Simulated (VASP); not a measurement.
```yaml
crystal:
  lattice:
    - [0.00000, 2.86603, 2.86603]
    - [2.86603, 0.00000, 2.86603]
    - [2.86603, 2.86603, 0.00000]
  atoms:
    - { symbol: Al, position: [0.00000, 0.00000, 0.00000] }
    - { symbol: As, position: [0.25000, 0.25000, 0.25000] }
```

Calculation: PBE GGA with spin-orbit coupling, VASP's PBE PAW potentials (set 64) (plane waves; VASP 6.6.1). Run with 400 eV cut-off, 7×7×7 Γ-centred mesh, Gaussian smearing of 0.050 eV, potentials Al As.

Question: Estimate the energy per atom (σ→0), band gap (over mesh and band path) with the smallest direct gap where there is one.

Answer: 
* **band gap (over mesh and band path)**: 1.40 eV
* **smallest direct gap (over mesh and band path)**: 1.67 eV
* **energy per atom (σ→0)**: -4.698 eV/atom

The compound is AlAs in the zinc blende structure. It was relaxed first.
